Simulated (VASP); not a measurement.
Data:

```
CELL_PARAMETERS angstrom
      2.83731     0.00000     0.00000
      0.00000     2.83731     0.00000
      0.00000     0.00000     2.83731
ATOMIC_POSITIONS crystal
  Ga 0.50000 0.50000 0.50000
  Co 0.00000 0.00000 0.00000
```

Method: PBEsol GGA, VASP's PBE PAW potentials (set 64) (plane waves; VASP 6.6.1). Numerical set-up: 480 eV cut-off, 12×12×12 Γ-centred mesh, first-order Methfessel-Paxton smearing of 0.10 eV, potentials Ga_d Co.

Energy and stress use the plane-wave basis of the starting cell.

The ions, cell shape and volume at an external pressure of 10.0 GPa are relaxed. Give the cell that the relaxation ends in.

```
CELL_PARAMETERS angstrom
      2.79879     0.00000     0.00000
      0.00000     2.79879     0.00000
      0.00000     0.00000     2.79879
ATOMIC_POSITIONS crystal
  Ga 0.50000 0.50000 0.50000
  Co 0.00000 0.00000 0.00000
```
Space group Pm-3m (221), at a tolerance of 0.03 Å.

How do energy and volume change from the first to the last step?

The energy (σ→0) changes by +14.5 meV/atom and the volume by -4.0 %, in 3 ionic steps.

The compound is CoGa in the CsCl type structure. This run relaxes it under an external pressure of 10 GPa. Symmetry was kept, so distortions that lower it aren't found. The run is not spin-polarised, so no magnetic state was tried.
